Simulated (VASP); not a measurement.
OSZICAR of a VASP run on Pr (space group P6_3/mmc):

File OSZICAR:
```
       N       E                     dE             d eps       ncg     rms          rms(c)
DAV:   1     0.262134532092E+03    0.26213E+03   -0.73450E+03  2296   0.129E+03
DAV:   2     0.268368700160E+02   -0.23530E+03   -0.23252E+03  3320   0.406E+02
DAV:   3    -0.118772129133E+02   -0.38714E+02   -0.37327E+02  3870   0.170E+02
DAV:   4    -0.164720368767E+02   -0.45948E+01   -0.44418E+01  4368   0.500E+01
DAV:   5    -0.171155068277E+02   -0.64347E+00   -0.62759E+00  3672   0.140E+01    0.524E+01
DAV:   6    -0.403070844299E+02   -0.23192E+02   -0.50247E+02  3420   0.109E+02    0.512E+01
DAV:   7    -0.586158791686E+01    0.34445E+02   -0.80226E+01  3671   0.792E+01    0.123E+01
DAV:   8    -0.113470706781E+02   -0.54855E+01   -0.48737E+01  4367   0.261E+01    0.140E+01
DAV:   9    -0.117962676607E+02   -0.44920E+00   -0.66146E+00  4136   0.125E+01    0.918E+00
DAV:  10    -0.117029268541E+02    0.93341E-01   -0.18973E+00  4141   0.999E+00    0.505E+00
DAV:  11    -0.117379442236E+02   -0.35017E-01   -0.29336E-01  3864   0.249E+00    0.487E+00
DAV:  12    -0.117142774206E+02    0.23667E-01   -0.21793E-01  4168   0.296E+00    0.682E+00
DAV:  13    -0.117174350884E+02   -0.31577E-02   -0.15479E-01  4048   0.231E+00    0.545E+00
DAV:  14    -0.118021107213E+02   -0.84676E-01   -0.32681E-01  3752   0.318E+00    0.290E+00
DAV:  15    -0.118192954242E+02   -0.17185E-01   -0.26730E-01  4333   0.289E+00    0.114E+00
DAV:  16    -0.118290593224E+02   -0.97639E-02   -0.87346E-02  4080   0.964E-01    0.101E+00
DAV:  17    -0.118362426267E+02   -0.71833E-02   -0.66215E-02  4168   0.608E-01    0.879E-01
DAV:  18    -0.118417749772E+02   -0.55324E-02   -0.54151E-02  4072   0.442E-01    0.942E-01
DAV:  19    -0.118437597610E+02   -0.19848E-02   -0.45068E-02  4245   0.581E-01    0.993E-01
DAV:  20    -0.118473282303E+02   -0.35685E-02   -0.35020E-02  4352   0.297E-01    0.115E+00
DAV:  21    -0.118535334662E+02   -0.62052E-02   -0.33965E-02  4080   0.440E-01    0.993E-01
DAV:  22    -0.118513425269E+02    0.21909E-02   -0.26801E-02  4016   0.456E-01    0.115E+00
DAV:  23    -0.118584883726E+02   -0.71458E-02   -0.10494E-01  3912   0.171E+00    0.606E-01
DAV:  24    -0.118660591818E+02   -0.75708E-02   -0.51473E-02  4415   0.728E-01    0.426E-01
DAV:  25    -0.118721315580E+02   -0.60724E-02   -0.31880E-02  4200   0.514E-01    0.293E-01
DAV:  26    -0.118747909875E+02   -0.26594E-02   -0.24379E-02  4471   0.284E-01    0.196E-01
DAV:  27    -0.118768346232E+02   -0.20436E-02   -0.18933E-02  3824   0.236E-01    0.260E-01
DAV:  28    -0.118783194054E+02   -0.14848E-02   -0.15378E-02  4157   0.224E-01    0.192E-01
DAV:  29    -0.118796481149E+02   -0.13287E-02   -0.16945E-02  3912   0.398E-01    0.188E-01
DAV:  30    -0.118810901844E+02   -0.14421E-02   -0.13498E-02  4383   0.236E-01    0.298E-01
DAV:  31    -0.118822872274E+02   -0.11970E-02   -0.10752E-02  4216   0.189E-01    0.215E-01
DAV:  32    -0.118831928903E+02   -0.90566E-03   -0.89853E-03  3796   0.128E-01    0.264E-01
DAV:  33    -0.118839299656E+02   -0.73708E-03   -0.75183E-03  3944   0.135E-01    0.165E-01
DAV:  34    -0.118845287149E+02   -0.59875E-03   -0.60699E-03  3079   0.998E-02    0.205E-01
DAV:  35    -0.118850443113E+02   -0.51560E-03   -0.51320E-03  3136   0.101E-01    0.143E-01
DAV:  36    -0.118854726910E+02   -0.42838E-03   -0.43409E-03  3060   0.913E-02    0.179E-01
DAV:  37    -0.118858383704E+02   -0.36568E-03   -0.36297E-03  3400   0.941E-02    0.108E-01
DAV:  38    -0.118861510754E+02   -0.31270E-03   -0.31012E-03  3384   0.870E-02    0.103E-01
DAV:  39    -0.118864145619E+02   -0.26349E-03   -0.26598E-03  3376   0.753E-02    0.472E-02
DAV:  40    -0.118866358650E+02   -0.22130E-03   -0.22773E-03  3096   0.607E-02    0.601E-02
DAV:  41    -0.118868282577E+02   -0.19239E-03   -0.19885E-03  3040   0.540E-02    0.438E-02
DAV:  42    -0.118869991866E+02   -0.17093E-03   -0.17580E-03  2880   0.481E-02    0.638E-02
DAV:  43    -0.118871652614E+02   -0.16607E-03   -0.15986E-03  2952   0.498E-02    0.452E-02
DAV:  44    -0.118872891648E+02   -0.12390E-03   -0.14293E-03  2776   0.483E-02    0.523E-02
DAV:  45    -0.118874173315E+02   -0.12817E-03   -0.13002E-03  2440   0.386E-02    0.409E-02
DAV:  46    -0.118875329756E+02   -0.11564E-03   -0.11797E-03  2384   0.372E-02    0.571E-02
DAV:  47    -0.118876487495E+02   -0.11577E-03   -0.11102E-03  2312   0.356E-02    0.458E-02
DAV:  48    -0.118877457531E+02   -0.97004E-04   -0.10094E-03  2232   0.343E-02    0.552E-02
DAV:  49    -0.118878367661E+02   -0.91013E-04   -0.94017E-04  2175   0.298E-02    0.494E-02
DAV:  50    -0.118879191231E+02   -0.82357E-04   -0.86639E-04  2143   0.295E-02    0.597E-02
DAV:  51    -0.118879989103E+02   -0.79787E-04   -0.82249E-04  2119   0.261E-02    0.549E-02
DAV:  52    -0.118880714764E+02   -0.72566E-04   -0.76516E-04  2103   0.253E-02    0.666E-02
DAV:  53    -0.118881439205E+02   -0.72444E-04   -0.73511E-04  2103   0.232E-02    0.595E-02
DAV:  54    -0.118882110681E+02   -0.67148E-04   -0.69142E-04  2111   0.226E-02    0.690E-02
DAV:  55    -0.118882750277E+02   -0.63960E-04   -0.65699E-04  2023   0.213E-02    0.646E-02
DAV:  56    -0.118883346826E+02   -0.59655E-04   -0.62491E-04  2071   0.206E-02    0.705E-02
DAV:  57    -0.118883918662E+02   -0.57184E-04   -0.59399E-04  2015   0.199E-02    0.685E-02
DAV:  58    -0.118884468396E+02   -0.54973E-04   -0.56967E-04  2015   0.189E-02    0.735E-02
DAV:  59    -0.118884987607E+02   -0.51921E-04   -0.54046E-04  1967   0.182E-02    0.735E-02
DAV:  60    -0.118885469197E+02   -0.48159E-04   -0.51065E-04  1935   0.176E-02    0.772E-02
DAV:  61    -0.118885938166E+02   -0.46897E-04   -0.48813E-04  1895   0.166E-02    0.790E-02
DAV:  62    -0.118886360160E+02   -0.42199E-04   -0.46246E-04  1863   0.165E-02    0.805E-02
DAV:  63    -0.118886792608E+02   -0.43245E-04   -0.44504E-04  1839   0.151E-02    0.837E-02
DAV:  64    -0.118887175219E+02   -0.38261E-04   -0.41362E-04  1823   0.156E-02    0.840E-02
DAV:  65    -0.118887556270E+02   -0.38105E-04   -0.39794E-04  1815   0.137E-02    0.883E-02
DAV:  66    -0.118887947499E+02   -0.39123E-04   -0.37915E-04  1815   0.152E-02    0.848E-02
DAV:  67    -0.118888275313E+02   -0.32781E-04   -0.35124E-04  1791   0.127E-02    0.877E-02
DAV:  68    -0.118888574802E+02   -0.29949E-04   -0.32376E-04  1791   0.140E-02    0.861E-02
DAV:  69    -0.118888874871E+02   -0.30007E-04   -0.30485E-04  1791   0.115E-02    0.908E-02
DAV:  70    -0.118889136084E+02   -0.26121E-04   -0.28370E-04  1791   0.134E-02    0.891E-02
DAV:  71    -0.118889380108E+02   -0.24402E-04   -0.28480E-04  1791   0.108E-02    0.950E-02
DAV:  72    -0.118889637846E+02   -0.25774E-04   -0.26940E-04  1767   0.131E-02    0.936E-02
DAV:  73    -0.118889866851E+02   -0.22901E-04   -0.23320E-04  1767   0.976E-03    0.970E-02
DAV:  74    -0.118890068478E+02   -0.20163E-04   -0.21473E-04  1764   0.114E-02    0.958E-02
DAV:  75    -0.118890246960E+02   -0.17848E-04   -0.20415E-04  1758   0.901E-03    0.986E-02
DAV:  76    -0.118890402834E+02   -0.15587E-04   -0.18930E-04  1758   0.106E-02    0.981E-02
DAV:  77    -0.118890572204E+02   -0.16937E-04   -0.17656E-04  1710   0.850E-03    0.100E-01
DAV:  78    -0.118890735801E+02   -0.16360E-04   -0.16716E-04  1710   0.964E-03    0.101E-01
DAV:  79    -0.118890897222E+02   -0.16142E-04   -0.15575E-04  1698   0.777E-03    0.102E-01
DAV:  80    -0.118891062273E+02   -0.16505E-04   -0.14375E-04  1692   0.986E-03    0.101E-01
DAV:  81    -0.118891194761E+02   -0.13249E-04   -0.13335E-04  1716   0.878E-03    0.100E-01
DAV:  82    -0.118891334314E+02   -0.13955E-04   -0.12137E-04  1740   0.112E-02    0.991E-02
DAV:  83    -0.118891435402E+02   -0.10109E-04   -0.11110E-04  1715   0.862E-03    0.100E-01
DAV:  84    -0.118891525075E+02   -0.89673E-05   -0.10334E-04  1683   0.920E-03    0.100E-01
DAV:  85    -0.118891612517E+02   -0.87441E-05   -0.95650E-05  1674   0.715E-03    0.101E-01
DAV:  86    -0.118891555337E+02    0.57180E-05   -0.10032E-04  1770   0.138E-02    0.102E-01
DAV:  87    -0.118891644794E+02   -0.89457E-05   -0.87044E-05  1794   0.116E-02    0.103E-01
DAV:  88    -0.118891718969E+02   -0.74174E-05   -0.77625E-05  1695   0.118E-02    0.102E-01
DAV:  89    -0.118891780142E+02   -0.61173E-05   -0.70729E-05  1623   0.891E-03    0.102E-01
DAV:  90    -0.118891800261E+02   -0.20118E-05   -0.69011E-05  1743   0.100E-02    0.105E-01
DAV:  91    -0.118892065428E+02   -0.26517E-04   -0.69992E-05  1983   0.127E-02    0.111E-01
DAV:  92    -0.118892322178E+02   -0.25675E-04   -0.66105E-05  2192   0.156E-02    0.114E-01
DAV:  93    -0.118892640332E+02   -0.31815E-04   -0.68671E-05  2663   0.184E-02    0.111E-01
DAV:  94    -0.118892742903E+02   -0.10257E-04   -0.58650E-05  2607   0.191E-02    0.110E-01
DAV:  95    -0.118892911453E+02   -0.16855E-04   -0.55479E-05  2244   0.162E-02    0.108E-01
DAV:  96    -0.118893430059E+02   -0.51861E-04   -0.72036E-05  3104   0.364E-02    0.925E-02
DAV:  97    -0.118893350760E+02    0.79299E-05   -0.52173E-05  2504   0.303E-02    0.930E-02
DAV:  98    -0.118893421275E+02   -0.70515E-05   -0.48568E-05  2092   0.183E-02    0.921E-02
DAV:  99    -0.118893294910E+02    0.12636E-04   -0.45554E-05  1965   0.249E-02    0.987E-02
DAV: 100    -0.118893369832E+02   -0.74922E-05   -0.43125E-05  1669   0.107E-02
   1 F= -.11889337E+02 E0= -.11618469E+02  d E =-.541735E+00  mag=     5.6843
```

Task: Which electronic solver shows in the log?

Result: It is blocked Davidson (ALGO = Normal, or the opening steps of other solvers). The INCAR had ALGO = Normal.

Task: How was spin treated?

Result: Collinear spin (ISPIN = 2): the summary line carries one mag value, 5.68 μB in the cell.

Task: Can the final energy be trusted as converged?

Result: The run did not converge; its last values are not results. It stopped with EDIFF = 1E-6, NELM = 100 (PBEsol GGA, plane waves, VASP's PBE PAW potentials (set 64)).

The structure was generated: Pr was put into an ordered model structure, which need not be its known phase. The cell was not relaxed at this level. The run is one of a series of settings (GGA = PS against the base run), some of them coarse on purpose. VASP warned that the highest band is occupied, so more bands are needed.
